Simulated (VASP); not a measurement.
```xyz
2
Lattice="2.4570 0.0000 0.0000 0.0000 2.4570 0.0000 0.0000 0.0000 2.4570" Properties=species:S:1:pos:R:3 pbc="T T T"
Cu     0.0000     0.0000     0.0000
F      1.2285     1.2285     1.2285
```

Level of theory: r2SCAN meta-GGA, VASP's PBE PAW potentials (set 64) (plane waves; VASP). Settings: 520 eV cut-off, 10×10×10 Γ-centred mesh, Gaussian smearing of 0.050 eV, potentials Cu F.

Energy and stress use the plane-wave basis of the starting cell.

Task: The ions, cell shape and volume are relaxed. What does this cell relax into?

Result: 
```xyz
2
Lattice="2.7026 0.0000 0.0000 0.0000 2.7026 0.0000 0.0000 0.0000 2.7026" Properties=species:S:1:pos:R:3 pbc="T T T"
Cu     0.0000     0.0000     0.0000
F      1.3513     1.3513     1.3513
```
Space group Pm-3m (221), at a tolerance of 0.03 Å.

Task: How do energy and volume change from the first to the last step?

Result: The energy (σ→0) changes by -506.5 meV/atom and the volume by +33.1 %, in 4 ionic steps.

The structure was generated: CuF was put into the CsCl type type (Pm-3m), which need not be its known phase. This run relaxes it. Symmetry was kept, so distortions that lower it aren't found.
